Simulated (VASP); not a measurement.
A cell of Tm (hcp) near equilibrium:

```xyz
2
Lattice="1.7509 -3.0327 0.0000 1.7509 3.0327 0.0000 0.0000 0.0000 5.3990" Properties=species:S:1:pos:R:3 pbc="T T T"
Tm     1.7509     1.0109     1.3497
Tm     1.7509    -1.0109     4.0492
```

Level of theory: PBEsol GGA, VASP's PBE PAW potentials (set 64) (plane waves; VASP).

The 4f electrons are frozen in the core of the lanthanide potential, so 4f levels, which can set the real gap, and their magnetism are missing.

```tsv
run	ΔE (meV/atom)	σxx	σyy	σzz	largest shear component, with its sign (GPa)	largest force (eV/Å)
as it is	0.0	0.08	0.08	0.22	0.00	0.000
after one change	37.8	5.37	5.37	2.71	0.00	0.000
```
Stress is in GPa, positive when the cell is compressed.

**Question.** Which change was made?
A. biaxial strain of +4.0 % in the xz plane
B. uniaxial strain of -2.0 % along y
C. atom 1 (Tm) moved by 0.025 Å along y
D. biaxial strain of -4.0 % in the xy plane

**Answer.** D, biaxial strain of -4.0 % in the xy plane

The compound is Tm in the hcp structure.
